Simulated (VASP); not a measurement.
A run of VASP 6.6.1:

File run.py:

```python
from ase.calculators.vasp import Vasp
from ase.dft.dos import DOS
from ase.io import read

atoms = read('Mg6AlFe.cif')
atoms.set_initial_magnetic_moments([3.0, 0.0, 0.0, 0.0, 0.0, 0.0, 0.0, 0.0])
calc = Vasp(
    directory='calc',
    xc='rpbe',
    pp='PBE',
    setups='recommended',
    prec='Accurate',
    encut=520,
    ediff=1e-06,
    ismear=0,
    sigma=0.01,
    lreal=False,
    lasph=True,
    nelm=150,
    algo='Fast',
    isif=2,
    lwave=False,
    lcharg=False,
    ispin=2,
    lorbit=10,
    lmaxmix=4,
    ldautype=2,
    ldauprint=1,
    ivdw=13,
    nelmin=4,
    ldau_luj={'Fe': {'L': 2, 'U': 2, 'J': 0}},
    kpts=[6, 5, 5],
    gamma=True,
    nbands=26,
)
atoms.calc = calc

print('energy (eV):', atoms.get_potential_energy())
print('free energy (eV):', atoms.get_potential_energy(force_consistent=True))
print('forces (eV/A):')
print(atoms.get_forces())
print('stress (eV/A^3, Voigt):', atoms.get_stress())
print('Fermi level (eV):', calc.get_fermi_level())
print('moment (muB):', atoms.get_magnetic_moment())
print('site moments (muB):', atoms.get_magnetic_moments())
dos = DOS(calc, width=0.05, window=(-10, 10), npts=301)
print('E - E_F (eV), DOS (1/eV)')
for e, g in zip(dos.get_energies(), dos.get_dos()):
    print(f'{e:8.3f} {g:10.4f}')
```

The input Mg6AlFe.cif:

```cif
data_Mg6AlFe
_cell_length_a 4.90233665
_cell_length_b 6.10744692
_cell_length_c 6.10744692
_cell_angle_alpha 58.82648103
_cell_angle_beta 90.00000000
_cell_angle_gamma 90.00000000
_space_group_name_H-M_alt 'P1'
_space_group_name_Hall 'P 1'
_space_group_IT_number 1
loop_
_space_group_symop_operation_xyz
'x,y,z'
loop_
_atom_site_label
_atom_site_type_symbol
_atom_site_symmetry_multiplicity
_atom_site_Wyckoff_symbol
_atom_site_fract_x
_atom_site_fract_y
_atom_site_fract_z
_atom_site_occupancy
Fe1 Fe 1 a 0.5000000000 0.6782351400 0.6782351400 1
Al1 Al 1 a 0.0000000000 0.8197174800 0.8197174800 1
Mg1 Mg 1 a 0.5000000000 0.1691669400 0.1691669400 1
Mg2 Mg 1 a 0.5000000000 0.6704082800 0.1635031600 1
Mg3 Mg 1 a 0.5000000000 0.1635031600 0.6704082800 1
Mg4 Mg 1 a 0.0000000000 0.3306851300 0.3306851300 1
Mg5 Mg 1 a 0.0000000000 0.8269173200 0.3413668600 1
Mg6 Mg 1 a 0.0000000000 0.3413668600 0.8269173200 1
```

Potentials or basis: VASP PAW PBE potentials, release 64 (Fe, Al, Mg).

Command:

```sh
$ python run.py
```

Hardware: 1 thread of Intel(R) Xeon(R) Platinum 8375C CPU @ 2.90GHz (Ice Lake), on a shared host.

Task: How long does it take, and how much memory?

Result: It took 9.8 min on 1 thread of Intel(R) Xeon(R) Platinum 8375C CPU @ 2.90GHz (Ice Lake), with other jobs on the host, peak memory 0.5 GiB. Counts: scf iterations 34, k points 36.
